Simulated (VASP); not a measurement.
Computed with PBE GGA, VASP's PBE PAW potentials (set 64) (plane waves; VASP 6.6.1).

A VASP calculation is set up with these files.

**KPOINTS**
```
Automatic mesh
0
Gamma
7 7 7
0 0 0
```

INCAR:
```
! general
SYSTEM   =  Ni3Fe
PREC     =  Accurate
ENCUT    =  400
LREAL    =  .FALSE.
LASPH    =  .TRUE.

! electronic loop
EDIFF    =  1E-6
NELM     =  100
ALGO     =  Normal
LMAXMIX  =  4

! smearing
ISMEAR   =  1
SIGMA    =  0.1

! functional
GGA      =  PE

! spin
ISPIN    =  2
MAGMOM   =  3.0 0.7 0.7 0.7

! ions
ISIF     =  2

! output
LWAVE    =  .FALSE.
LCHARG   =  .FALSE.
LORBIT   =  10
```

POSCAR:
```
Ni3Fe
1
    3.5500000000     0.0000000000     0.0000000000
    0.0000000000     3.5500000000     0.0000000000
    0.0000000000     0.0000000000     3.5500000000
Fe Ni
1 3
Direct
  0.0000000000   0.0000000000   0.0000000000
  0.0000000000   0.5000000000   0.5000000000
  0.5000000000   0.0000000000   0.5000000000
  0.5000000000   0.5000000000   0.0000000000
```

POTCAR, in this order: Fe Ni (PBE.64 set). Program: vasp_std.

Output of the run:

OUTCAR:
```
 ion  position               nearest neighbor table
   1  0.000  0.000  0.000-   2 2.51   3 2.51   4 2.51   2 2.51   3 2.51   2 2.51   4 2.51   2 2.51
                             3 2.51   4 2.51   3 2.51   4 2.51
   2  0.000  0.500  0.500-   1 2.51   3 2.51   4 2.51   1 2.51   4 2.51   1 2.51   3 2.51   1 2.51
                             3 2.51   4 2.51   4 2.51   3 2.51
   3  0.500  0.000  0.500-   1 2.51   2 2.51   4 2.51   1 2.51   4 2.51   2 2.51   4 2.51   4 2.51
                             1 2.51   2 2.51   1 2.51   2 2.51
   4  0.500  0.500  0.000-   1 2.51   2 2.51   3 2.51   2 2.51   3 2.51   1 2.51   3 2.51   3 2.51
                             1 2.51   2 2.51   2 2.51   1 2.51
  LATTYP: Found a simple cubic cell.
 ALAT       =     3.5500000000
 Subroutine PRICEL returns:
 Original cell was already a primitive cell.
 Subroutine GETGRP returns: Found 48 space group operations
The static configuration has the point symmetry O_h .
The dynamic configuration has the point symmetry O_h .
The overall configuration has the point symmetry O_h .
 Subroutine INISYM returns: Found 48 space group operations
 Subroutine IBZKPT returns following result:
 Found     20 irreducible k-points:

 Following reciprocal coordinates:
            Coordinates               Weight
  0.000000  0.000000  0.000000      1.000000
  0.142857  0.000000  0.000000      6.000000
  0.285714  0.000000  0.000000      6.000000
  0.428571  0.000000  0.000000      6.000000
  0.142857  0.142857  0.000000     12.000000
  0.285714  0.142857  0.000000     24.000000
  0.428571  0.142857  0.000000     24.000000
  0.285714  0.285714  0.000000     12.000000
  0.428571  0.285714  0.000000     24.000000
  0.428571  0.428571  0.000000     12.000000
  0.142857  0.142857  0.142857      8.000000
  0.285714  0.142857  0.142857     24.000000
  0.428571  0.142857  0.142857     24.000000
  0.285714  0.285714  0.142857     24.000000
  0.428571  0.285714  0.142857     48.000000
  0.428571  0.428571  0.142857     24.000000
  0.285714  0.285714  0.285714      8.000000
  0.428571  0.285714  0.285714     24.000000
  0.428571  0.428571  0.285714     24.000000
  0.428571  0.428571  0.428571      8.000000
   k-points           NKPTS =     20   k-points in BZ     NKDIM =     20   number of bands    NBANDS=     26
   number of dos      NEDOS =    301   number of ions     NIONS =      4
   total plane-waves  NPLWV =  13824
   dimension x,y,z NGX =    24 NGY =   24 NGZ =   24
   dimension x,y,z NGXF=    48 NGYF=   48 NGZF=   48
   ions per type =               1   3
   PREC   = accura    normal or accurate (medium, high low for compatibility)
   ISTART =      0    job   : 0-new  1-cont  2-samecut
   ICHARG =      2    charge: 1-file 2-atom 10-const
   ISPIN  =      2    spin polarized calculation?
   LNONCOLLINEAR =      F non collinear calculations
   LSORBIT =      F    spin-orbit coupling
   INIWAV =      1    electr: 0-lowe 1-rand  2-diag
   ENCUT  =  400.0 eV  29.40 Ry    5.42 a.u.   5.79  5.79  5.79*2*pi/ulx,y,z
   NELM   =    100;   NELMIN=  2; NELMDL= -5     # of ELM steps
   EDIFF  = 0.1E-05   stopping-criterion for ELM
   LREAL  =      F    real-space projection
   NLSPLINE    = F    spline interpolate recip. space projectors
   LMAXMIX     =    4 max onsite mixed and CHGCAR
   VOSKOWN=      0    Vosko Wilk Nusair interpolation
   EDIFFG = 0.1E-04   stopping-criterion for IOM
   NSW    =      0    number of steps for IOM
   NBLOCK =      1;   KBLOCK =      1    inner block; outer block
   IBRION =     -1    ionic relax: 0-MD 1-quasi-New 2-CG
   NFREE  =      0    steps in history (QN), initial steepest desc. (CG)
   ISIF   =      2    stress and relaxation
   ISYM   =      2    0-nonsym 1-usesym 2-fastsym
   TEIN   =    0.0    initial temperature
   TEBEG  =    0.0;   TEEND  =   0.0 temperature during run
   SMASS  =  -3.00    Nose mass-parameter (am)
   PSTRESS=    0.0 pullay stress
   NELECT =      38.0000    total number of electrons
...
```

File OSZICAR:
```
       N       E                     dE             d eps       ncg     rms          rms(c)
DAV:   1     0.221103850811E+03    0.22110E+03   -0.14645E+04  2120   0.170E+03
DAV:   2    -0.163133901220E+02   -0.23742E+03   -0.22785E+03  2080   0.335E+02
DAV:   3    -0.290056760627E+02   -0.12692E+02   -0.12079E+02  2152   0.107E+02
DAV:   4    -0.291690798759E+02   -0.16340E+00   -0.16306E+00  2272   0.130E+01
DAV:   5    -0.291738130166E+02   -0.47331E-02   -0.47328E-02  2862   0.177E+00    0.206E+01
DAV:   6    -0.264225289362E+02    0.27513E+01   -0.37999E+01  2236   0.977E+01    0.206E+01
DAV:   7    -0.296200248433E+02   -0.31975E+01   -0.23376E+01  2448   0.118E+02    0.272E+01
DAV:   8    -0.248609405594E+02    0.47591E+01   -0.16572E+01  2628   0.544E+01    0.603E+00
DAV:   9    -0.250236419238E+02   -0.16270E+00   -0.64817E-01  2410   0.974E+00    0.326E+00
DAV:  10    -0.249944400245E+02    0.29202E-01   -0.12047E-01  2794   0.849E+00    0.162E+00
DAV:  11    -0.249941131922E+02    0.32683E-03   -0.38760E-02  3068   0.235E+00    0.120E+00
DAV:  12    -0.249972224700E+02   -0.31093E-02   -0.74704E-03  2476   0.227E+00    0.312E-01
DAV:  13    -0.249975033074E+02   -0.28084E-03   -0.23782E-03  2940   0.732E-01    0.790E-02
DAV:  14    -0.249975678299E+02   -0.64523E-04   -0.24222E-04  2436   0.177E-01    0.971E-02
DAV:  15    -0.249975529175E+02    0.14912E-04   -0.61712E-05  2800   0.214E-01    0.230E-02
DAV:  16    -0.249975544142E+02   -0.14967E-05   -0.12039E-05  2742   0.657E-02    0.290E-02
DAV:  17    -0.249975539455E+02    0.46866E-06   -0.46191E-06  1836   0.587E-02
   1 F= -.24997554E+02 E0= -.24996926E+02  d E =-.188506E-02  mag=     4.9475
```

### OUTCAR
```
------------------------ aborting loop because EDIFF is reached ----------------------------------------
  FORCE on cell =-STRESS in cart. coord.  units (eV):
  Direction    XX          YY          ZZ          XY          YZ          ZX
  --------------------------------------------------------------------------------------
  Total       -0.3356883     -0.3356883     -0.3356883      0.0000000     -0.0000000      0.0000000
  in kB      -12.0215863    -12.0215863    -12.0215863      0.0000000     -0.0000000      0.0000000
  external PRESSURE =     -12.0215863 kB  Pullay stress =       0.0000000 kB
  volume of cell :       44.74
      direct lattice vectors                 reciprocal lattice vectors
     3.550000000  0.000000000  0.000000000     0.281690141  0.000000000  0.000000000
     0.000000000  3.550000000  0.000000000     0.000000000  0.281690141  0.000000000
     0.000000000  0.000000000  3.550000000     0.000000000  0.000000000  0.281690141
 POSITION                                       TOTAL-FORCE (eV/Angst)
 -----------------------------------------------------------------------------------
      0.00000      0.00000      0.00000         0.000000      0.000000      0.000000
      0.00000      1.77500      1.77500         0.000000      0.000000      0.000000
      1.77500      0.00000      1.77500         0.000000      0.000000      0.000000
      1.77500      1.77500      0.00000         0.000000      0.000000      0.000000
 -----------------------------------------------------------------------------------
    total drift:                                0.000000     -0.000000     -0.000000
  FREE ENERGIE OF THE ION-ELECTRON SYSTEM (eV)
  ---------------------------------------------------
  free  energy   TOTEN  =       -24.9975539455 eV

  energy  without entropy=      -24.9956688856  energy(sigma->0) =      -24.99692559

 total charge

# of ion       s       p       d       tot
------------------------------------------
    1        0.474   0.498   6.106   7.078
    2        0.504   0.506   8.315   9.325
    3        0.504   0.506   8.315   9.325
    4        0.504   0.506   8.315   9.325
--------------------------------------------------
tot          1.986   2.016  31.051  35.053

 magnetization (x)

# of ion       s       p       d       tot
------------------------------------------
    1        0.014   0.000   2.921   2.935
    2       -0.014  -0.043   0.738   0.681
    3       -0.014  -0.043   0.738   0.681
    4       -0.014  -0.043   0.738   0.681
--------------------------------------------------
tot         -0.027  -0.130   5.134   4.977
```
(Selected blocks of OUTCAR.)

### OUTCAR
```
 val. band max:        8.4849799240   @ k =   0.4286   0.0000   0.0000

 cond. band min:       8.5121387988   @ k =   0.4286   0.1429   0.1429


 Fermi energy:         8.5112712240

 spin component 1

 k-point     1 :       0.0000    0.0000    0.0000
  band No.  band energies     occupation
      1      -0.5248      1.00000
      2       3.2421      1.00000
      3       3.2421      1.00000
      4       3.9066      1.00000
      5       3.9687      1.00000
      6       3.9687      1.00000
      7       3.9687      1.00000
      8       5.8052      1.00000
      9       5.8052      1.00000
     10       5.8052      1.00000
     11       6.8218      1.00000
     12       6.8218      1.00000
     13       7.6458      1.00000
     14       7.6458      1.00000
     15       7.6781      1.00000
     16       7.7710      1.00000
     17       7.7710      1.00000
     18       7.7710      1.00000
     19       7.8419      1.00000
     20       7.8419      1.00000
     21       7.8419      1.00000
     22      10.7592      0.00000
     23      10.7592      0.00000
     24      10.7592      0.00000
     25      17.3074      0.00000
     26      17.3074      0.00000

 k-point     2 :       0.1429    0.0000    0.0000
  band No.  band energies     occupation
      1      -0.2626      1.00000
      2       3.3195      1.00000
      3       3.3627      1.00000
      4       4.0023      1.00000
      5       4.0464      1.00000
      6       4.0590      1.00000
      7       4.0590      1.00000
      8       5.7131      1.00000
      9       5.8742      1.00000
     10       5.8742      1.00000
     11       6.7248      1.00000
     12       6.8504      1.00000
     13       7.2881      1.00000
     14       7.2881      1.00000
     15       7.5308      1.00000
     16       7.5647      1.00000
     17       7.6263      1.00000
     18       7.6819      1.00000
     19       7.6819      1.00000
     20       7.7709      1.00000
...
```

The compound is Ni3Fe in the L1_2 structure. The cell was not relaxed at this level.
